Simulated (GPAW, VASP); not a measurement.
Equation of state of BeCr3 under PBE

```cif
data_structure
_symmetry_space_group_name_H-M 'Pm-3m'
_symmetry_Int_Tables_number 221
_cell_length_a 3.5112
_cell_length_b 3.5112
_cell_length_c 3.5112
_cell_angle_alpha 90.000
_cell_angle_beta 90.000
_cell_angle_gamma 90.000
_cell_volume 43.29
loop_
_atom_site_label
_atom_site_type_symbol
_atom_site_symmetry_multiplicity
_atom_site_Wyckoff_symbol
_atom_site_fract_x
_atom_site_fract_y
_atom_site_fract_z
_atom_site_occupancy
Cr1 Cr 3 c 0.50000 0.50000 0.00000 1
Be1 Be 1 a 0.00000 0.00000 0.00000 1
```

The cell comes from a database or a generator and needn't be the stable form of this composition.

The cell was scaled at fixed shape and fractions and run with GPAW, GPAW PAW data sets (gpaw-data 1.2.1), cutoff 800 eV; PBE, k mesh 8 × 8 × 8 on the cell of 4 atoms, fermi-dirac occupations of 0.05 eV, collinear spin, ferromagnetic start, no spin-orbit coupling. Energies are those that the program minimises, any entropy of the smearing included. For a metal such a mesh isn't converged to the digits shown. The moments vanished.

| V (Å³/atom) | energy over the lowest row (meV/atom) |
| --- | --- |
| 10.1728 | 26.27 |
| 10.3892 | 10.71 |
| 10.6057 | 2.16 |
| 10.8221 | 0.00 |
| 11.0386 | ? |
| 11.2550 | 12.37 |
| 11.4714 | 25.84 |

**Question.** Fit the third-order Birch-Murnaghan form, give V0, B0 and B′, and predict the energy left open.

**Answer.** With y = (V0/V)^(2/3), E = E0 + (9 V0 B0/16) [(y - 1)³ B′ + (y - 1)² (6 - 4y)]. Least squares through the rows shown give V0 = 10.7920 Å³/atom, E0 = -0.05 meV, B0 = 215.0 GPa (1 eV/Å³ = 160.218 GPa) and B′ = 4.05, with a largest miss of 0.01 meV. At V = 11.0386 the form with these constants gives 3.59 meV; the run gave 3.60 meV an atom. Other set-ups at this level, from all their volumes (Å³/atom, GPa): VASP, PBE PAW files Be, Cr_pv, 520 eV: V0 10.780, B0 216.6.
